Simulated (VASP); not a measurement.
Bi:

```xyz
2
Lattice="2.2657 1.3081 3.8879 -2.2657 1.3081 3.8879 0.0000 -2.6162 3.8879" Properties=species:S:1:pos:R:3 pbc="T T T"
Bi    0.0000    0.0000    2.7674
Bi    0.0000    0.0000    8.8963
```

Base run:

| Quantity | Value |
| --- | --- |
| Program | VASP 6.6.1 |
| Functional | r2SCAN |
| Potentials or basis | VASP PAW PBE potentials, release 64 (Bi_d) |
| Cutoff | 520 eV |
| k mesh | 12 × 12 × 10 |
| Occupations | methfessel-paxton, width 0.1 eV |
| Spin | no spin polarisation |

Its results: pressure 1.2 GPa; largest force 0.186 eV/Å.

Problem. The run is repeated on the same cell with these changes: functional from r2SCAN to LDA; potentials or basis from VASP PAW PBE potentials, release 64 (Bi_d) to VASP PAW LDA potentials, release 64 (Bi_d). What comes out?

Solution. Pressure -1.5 GPa; largest force 0.105 eV/Å.

Caveats: the PAW data sets were made with another functional, which shifts forces and pressure a little (some runs).
